Suppose a PBE calculation places an empty electron level of wurtzite silicon carbide 4 eV above the highest filled one. A GW calculation, which works out exchange and correlation for each state separately, will place that level higher. How much higher, and does the answer found at some wave vectors hold at others?

In the table, "state start level" is the PBE energy and "state corrected level" is the energy after a single GW step. Their difference, corrected less start, is called the move here. The order of the mesh tells us that row 10 shares the wave vector of row 9, and that rows 11 and 12 lie at (0, 0, 1/3), on the hexagonal axis through the zone centre Γ. For these three rows the move is to be forecast from the PBE level, so a rule is fixed first and the PBE levels are put into it once they are shown.

G0W0 (one GW step) on PBE levels of wurtzite SiC, 4-atom cell, computed with VASP 6.6.1 and GW PAW potentials, without spin-orbit coupling. The runs use a 5×5×3 k mesh, 147 bands, 48 frequency points and cutoffs of 450 eV for the plane waves and 100 eV for the response function. Each energy column counts from its own highest filled level.

| row | state k a (reciprocal cell vector) | state k b (reciprocal cell vector) | state k c (reciprocal cell vector) | state band | state start level (eV) | state corrected level (eV) | state weight z |
| --- | --- | --- | --- | --- | --- | --- | --- |
| 1 | 0.000 | 0.000 | 0.000 | top filled | 0.000 | 0.000 | 0.790 |
| 2 | 0.000 | 0.000 | 0.000 | first empty | 4.609 | 5.576 | 0.796 |
| 3 | 0.200 | 0.000 | 0.000 | top filled | -0.556 | -0.615 | 0.789 |
| 4 | 0.200 | 0.000 | 0.000 | first empty | 4.369 | 5.204 | 0.803 |
| 5 | 0.400 | 0.000 | 0.000 | top filled | -1.381 | -1.526 | 0.784 |
| 6 | 0.400 | 0.000 | 0.000 | first empty | 2.799 | 3.535 | 0.810 |
| 7 | 0.200 | 0.200 | 0.000 | top filled | -1.722 | -1.894 | 0.783 |
| 8 | 0.200 | 0.200 | 0.000 | first empty | 4.306 | 5.057 | 0.804 |
| 9 | 0.400 | 0.200 | 0.000 | top filled | -3.223 | -3.517 | 0.772 |
| 10 | ? | ? | ? | first empty | ? | ? | ? |
| 11 | ? | ? | ? | top filled | ? | ? | ? |
| 12 | ? | ? | ? | first empty | ? | ? | ? |
| 13 | 0.200 | 0.000 | 0.333 | top filled | -1.237 | -1.369 | 0.786 |
| 14 | 0.200 | 0.000 | 0.333 | first empty | 4.362 | 5.186 | 0.803 |
| 15 | 0.400 | 0.000 | 0.333 | top filled | -1.834 | -2.019 | 0.780 |
| 16 | 0.400 | 0.000 | 0.333 | first empty | 2.934 | 3.673 | 0.808 |
| 17 | 0.200 | 0.200 | 0.333 | top filled | -1.498 | -1.653 | 0.783 |
| 18 | 0.200 | 0.200 | 0.333 | first empty | 4.700 | 5.557 | 0.800 |
| 19 | 0.400 | 0.200 | 0.333 | top filled | -1.944 | -2.136 | 0.781 |
| 20 | 0.400 | 0.200 | 0.333 | first empty | 3.882 | 4.663 | 0.804 |

Both energy columns are set to zero at row 1, the top filled level at Γ. A move is therefore always relative to that level, and the zeros in row 1 do not mean that GW leaves it alone. Read in this way, every known empty level rises, by 0.74 to 0.97 eV, and every other known filled level sinks.

The gap opens because PBE uses one local potential for all states. At a given point in the crystal, a filled and an empty state feel the same exchange and correlation. The GW self-energy is nonlocal and tells them apart: exchange with the other electrons binds a filled state more strongly than an empty one. The surrounding electrons screen this exchange and weaken the difference, but they do not remove it.

Screening also decides how large the effect is in a related crystal. Silicon has a smaller gap and screens more strongly, so the same correction opens its gap by less. Diamond screens more weakly, and its gap opens by more.

If the correction depended only on whether a state is filled or empty, all empty levels would rise together and the filled ones would stay in place relative to row 1. Such a rigid change is known as a scissors shift. The filled levels contradict it, since each sinks by 9 to 11% of its depth below row 1. The consequence shows up in the gaps. From row 1 to row 6 the gap opens by 0.74 eV, but the direct gap between rows 5 and 6 opens by 0.88 eV, because its filled level sinks as well.

The stretch is less obvious than the opening, as the formula for the single GW step shows:

$$E_{\mathrm{GW}} = E_{\mathrm{PBE}} + Z\,\langle \Sigma(E_{\mathrm{PBE}}) - V_{xc}\rangle .$$

Here $\Sigma$ is the self-energy, $V_{xc}$ is the PBE potential that it replaces, and $Z$ is the "state weight z" of the table. The weight appears because $\Sigma$ itself changes as the level moves; if its slope with energy is $s$, then $Z = 1/(1-s)$. For row 1, $Z = 0.79$ gives a slope of about −0.27, so roughly four fifths of the first difference survives.

A negative slope means that the self-energy of a given state is higher when it is evaluated at a lower energy. Acting alone, it would push deep filled levels up towards row 1 and squeeze the band. The table shows the opposite, so the states themselves must differ enough to outweigh the slope. Theory offers a reason: bare exchange makes bands too wide, and part of that widening survives screening. The table gives only the net result and does not separate the two influences.

The simplest rule that contains both effects is a constant opening plus a stretch proportional to energy. With $E$ the PBE level in eV, a least-squares fit to the 16 known rows other than row 1 gives

$$\text{filled: } 0.098\,E, \qquad \text{empty: } 0.81 + 0.077\,(E-4).$$

This answers the opening question: an empty level at 4 eV should rise by about 0.8 eV. The coefficients summarise this one crystal at these settings and are not constants of nature.

Row 2, the empty level at Γ, warns that energy is not everything. It rises by 0.97 eV, while row 18 starts slightly higher and rises by only 0.86 eV. The rule falls short of row 2 by 0.11 eV, its largest miss among the known rows.

That miss bears on row 12, which lies on the axis through Γ. Its wave vector is two thirds of the way from Γ to the zone face. The lowest empty state may keep a similar character that far, though this is a guess. If so, row 12 should share the extra rise of row 2. The forecasts, with error bars of about twice the typical miss among the known rows, are these:

- Row 10 rises by the value of the rule, within 0.10 eV.
- Row 11 sinks a little, by the value of the rule, within 0.02 eV.
- Row 12 rises by the value of the rule plus the 0.11 eV of row 2, within 0.10 eV, and rises more than row 10.

The withheld rows as computed:

| row | state k a (reciprocal cell vector) | state k b (reciprocal cell vector) | state k c (reciprocal cell vector) | state band | state start level (eV) | state corrected level (eV) | state weight z |
| --- | --- | --- | --- | --- | --- | --- | --- |
| 10 | 0.400 | 0.200 | 0.000 | first empty | 2.939 | 3.594 | 0.811 |
| 11 | 0.000 | 0.000 | 0.333 | top filled | -0.635 | -0.702 | 0.787 |
| 12 | 0.000 | 0.000 | 0.333 | first empty | 5.104 | 6.082 | 0.795 |

The filled level of row 11 starts at −0.635 eV. A tenth of that depth is a sinking of about 0.06 eV, and GW gives 0.07 eV. The forecast holds well inside its error bar, and the stretch found at the other wave vectors carries over to this one.

Row 12 can be worked in full, and it took no part in the fit. Its PBE level of 5.104 eV lies 1.104 eV above the reference point of 4 eV, so the stretch adds $0.077 \times 1.104 \approx 0.085$ eV to the constant 0.81 eV. That makes 0.90 eV, and the extra rise of row 2 brings the forecast to about 1.00 eV.

GW gives 0.98 eV for row 12, so the forecast is good to about 0.03 eV, even though this level lies above all those used in the fit. The plain rule would have been 0.08 eV too low, which is still inside the error bar. The result is thus consistent with a shared character along the axis but does not establish it.

Row 10 is the weakest of the three forecasts. The rule gives a rise of 0.73 eV and GW gives 0.66 eV, less than for any known empty level. The miss stays within the error bar but uses up three quarters of it. The forecast that row 12 would rise more than row 10 is borne out.

A comparison with row 16 shows why no smooth rule based on energy alone could have matched both. In PBE the two empty levels lie only 0.005 eV apart, yet row 16 rises by 0.74 eV, about 0.08 eV more than row 10. A different orbital make-up of the two states is the likely reason, but it remains a guess. The number of bands, the cutoffs and the mesh are not converged, so a difference of this size should not carry much weight.

If the difference is real, it matters for the band edge. Row 6 is the lowest empty level on this mesh, and row 10 lies 0.14 eV above it in PBE but only 0.06 eV above it in GW. The true conduction minimum of this polytype is at the zone corner K, which the mesh does not contain; row 10 is the mesh point nearest to it. The gap read from row 6 is therefore an upper bound at either level of theory, for these settings. If states at K respond as row 10 does, the calculated gap from Γ to K opens by less than the 0.74 eV found at row 6.

For practical use, a single shift is a fair first correction to the empty levels but a poor one for a whole band diagram. The best single shift for the known empty levels, 0.81 eV, is about 0.16 eV too large for row 10 and 0.17 eV too small for row 12. It also leaves the filled levels where they were, although the deepest known one sinks by 0.29 eV. Adding the stretch roughly halves the misses for these two empty levels and accounts for most of the sinking; the printed output below gives both corrections for the three withheld rows. What is left probably depends on the character of each state, so a GW step at the wave vector of interest is safer than either rule.

Printed output of the fit:

```
Opening of the gap from row 1 to row 6, eV: 0.736
Opening of the direct gap between rows 5 and 6, eV: 0.881
Smallest rise of a known empty level, eV: 0.736
Largest rise of a known empty level (row 2), eV: 0.967
Smallest stretch of a known filled level, percent of its depth: 9.122
Largest stretch of a known filled level, percent of its depth: 10.67
Slope of the self-energy with energy implied by the weight of row 1: -0.2658
fit of move on 16 rows (i > 1): coefficient of filled_level 0.09759 +/- 0.0078, coefficient of isempty 0.8116 +/- 0.014, coefficient of empty_level 0.07676 +/- 0.021; rms 0.0361, worst 2 -0.109, leave-one-out rms 0.0457
  rows outside the fit (model, value, miss): 1 0, 0, 0; 10 0.7302, 0.655, 0.0752; 11 -0.06197, -0.067, 0.00503; 12 0.8964, 0.978, -0.0816
fit of move on 16 rows (i > 1): coefficient of isempty 0.8112 +/- 0.05; rms 0.136, worst 9 0.294, leave-one-out rms 0.139
  rows outside the fit (model, value, miss): 1 0, 0, 0; 10 0.8112, 0.655, 0.156; 11 0, -0.067, 0.067; 12 0.8112, 0.978, -0.167
Rule, rms miss of known filled levels, eV: 0.01007
Rule, rms miss of known empty levels, eV: 0.05004
Scissors, rms miss of known filled levels, eV: 0.1779
Scissors, rms miss of known empty levels, eV: 0.07289
PBE level of withheld row 10, eV: 2.939
PBE level of withheld row 11, eV: -0.635
PBE level of withheld row 12, eV: 5.104
Rise of row 2 beyond the rule, eV: 0.1086
Forecast rise of row 12 with this extra, eV: 1.005
Computed rise of row 12, eV: 0.978
Forecast less computed rise of row 12, eV: 0.027
```
